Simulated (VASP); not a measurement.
The cell holds one Ag (fcc) (211) slab, with vacuum along c, ions free to move until forces fall under 0.03 eV/Å, no reconstruction beyond this cell, dipole correction on.

Here is the system:

```xyz
12
Lattice="7.0163 0.0000 0.0000 0.0000 2.8644 0.0000 0.0000 0.0000 24.7789" Properties=species:S:1:pos:R:3 pbc="T T T"
Ag     4.7007     0.7161     7.9540
Ag     7.0037     2.1483     8.6841
Ag     2.3019     0.7161     9.4411
Ag     4.6266     2.1483    10.3448
Ag     7.0149     0.7161    11.1548
Ag     2.3289     2.1483    11.9767
Ag     4.6874     0.7161    12.8022
Ag     0.0014     2.1483    13.6241
Ag     2.3896     0.7161    14.4341
Ag     4.7144     2.1483    15.3379
Ag     0.0126     0.7161    16.0949
Ag     2.3156     2.1483    16.8250
```

All values below come from PBEsol GGA, VASP's PBE PAW potentials (set 64) (plane waves; VASP). Settings: 400 eV cut-off, 4×10×1 Γ-centred mesh, first-order Methfessel-Paxton smearing of 0.10 eV, potentials Ag.

Slab and bulk use different k-meshes, so the surface energy is good to a few per cent at best.

### Question
Predict its surface energy, work function, band gap (on the k-mesh).

### Answer

* **surface energy**: 1.13 J/m²
* **work function**: 4.32 eV
* **band gap (on the k-mesh)**: none (metal, semimetal or under 0.01 eV)

The cell is a thin slab with vacuum, built from Ag (fcc): (211) face.
